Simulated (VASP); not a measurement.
OSZICAR of a VASP run on Si (diamond):

### OSZICAR
```
       N       E                     dE             d eps       ncg     rms          rms(c)
DAV:   1    -0.347490280315E+01   -0.34749E+01   -0.30513E+03   464   0.654E+02
DAV:   2    -0.185268083171E+02   -0.15052E+02   -0.14528E+02   704   0.771E+01
DAV:   3    -0.187137761085E+02   -0.18697E+00   -0.18697E+00   584   0.107E+01
DAV:   4    -0.187144534356E+02   -0.67733E-03   -0.67733E-03   744   0.675E-01
DAV:   5    -0.187144537993E+02   -0.36364E-06   -0.36328E-06   592   0.166E-02    0.603E+00
DAV:   6    -0.175426325582E+02    0.11718E+01   -0.14680E-01   536   0.292E+00    0.424E+00
DAV:   7    -0.185016638360E+02   -0.95903E+00   -0.63219E-01   496   0.401E+00    0.838E-01
DAV:   8    -0.175455046393E+02    0.95616E+00   -0.15358E-01   488   0.271E+00    0.446E-01
DAV:   9    -0.175141418558E+02    0.31363E-01   -0.65028E-02   504   0.202E+00    0.325E-01
DAV:  10    -0.175473549086E+02   -0.33213E-01   -0.28979E-02   464   0.149E+00    0.792E-02
DAV:  11    -0.175476240974E+02   -0.26919E-03   -0.35223E-04   704   0.175E-01    0.416E-02
DAV:  12    -0.175476573063E+02   -0.33209E-04   -0.16908E-04   512   0.153E-01    0.341E-02
DAV:  13    -0.175476413352E+02    0.15971E-04   -0.41517E-05   512   0.848E-02    0.194E-02
DAV:  14    -0.175476541457E+02   -0.12810E-04   -0.12234E-05   528   0.387E-02    0.854E-03
DAV:  15    -0.175476532503E+02    0.89538E-06   -0.14667E-06   568   0.165E-02
   1 F= -.17547653E+02 E0= -.17547653E+02  d E =-.175477E+02
       N       E                     dE             d eps       ncg     rms          rms(c)
DAV:   1    -0.175479097925E+02   -0.25565E-03   -0.16955E-02   552   0.755E-01    0.141E-01
DAV:   2    -0.175477804541E+02    0.12934E-03   -0.53341E-04   584   0.167E-01    0.888E-02
DAV:   3    -0.175476663592E+02    0.11409E-03   -0.19260E-04   504   0.123E-01    0.252E-02
DAV:   4    -0.175477248523E+02   -0.58493E-04   -0.24236E-05   568   0.418E-02    0.246E-02
DAV:   5    -0.175476886764E+02    0.36176E-04   -0.11526E-05   488   0.332E-02    0.181E-02
DAV:   6    -0.175477235168E+02   -0.34840E-04   -0.14051E-05   480   0.345E-02    0.221E-03
DAV:   7    -0.175477238173E+02   -0.30048E-06   -0.11880E-06   496   0.115E-02
   2 F= -.17547724E+02 E0= -.17547724E+02  d E =-.705669E-04
       N       E                     dE             d eps       ncg     rms          rms(c)
DAV:   1    -0.175479771150E+02   -0.25360E-03   -0.38239E-03   568   0.360E-01    0.665E-02
DAV:   2    -0.175479489332E+02    0.28182E-04   -0.11785E-04   576   0.797E-02    0.419E-02
DAV:   3    -0.175479246439E+02    0.24289E-04   -0.43413E-05   488   0.594E-02    0.121E-02
DAV:   4    -0.175479383424E+02   -0.13698E-04   -0.58877E-06   552   0.213E-02    0.119E-02
DAV:   5    -0.175479372241E+02    0.11182E-05   -0.22062E-06   488   0.117E-02    0.101E-02
DAV:   6    -0.175479412592E+02   -0.40350E-05   -0.32702E-06   464   0.129E-02    0.882E-04
DAV:   7    -0.175479411711E+02    0.88042E-07   -0.16477E-07   232   0.432E-03
   3 F= -.17547941E+02 E0= -.17547941E+02  d E =-.287921E-03
```

Problem. Which electronic solver shows in the log?

Solution. It is blocked Davidson (ALGO = Normal, or the opening steps of other solvers). The INCAR had ALGO = Normal.

Problem. Can the final energy be trusted as converged?

Solution. Self-consistency was reached. It stopped with EDIFF = 1E-6, NELM = 100, NSW = 60 and EDIFFG = -0.01 after 3 ionic steps (r2SCAN meta-GGA, plane waves, VASP's PBE PAW potentials (set 64)).

The compound is Si in the diamond structure. This run relaxes it. Symmetry was kept, so distortions that lower it aren't found.
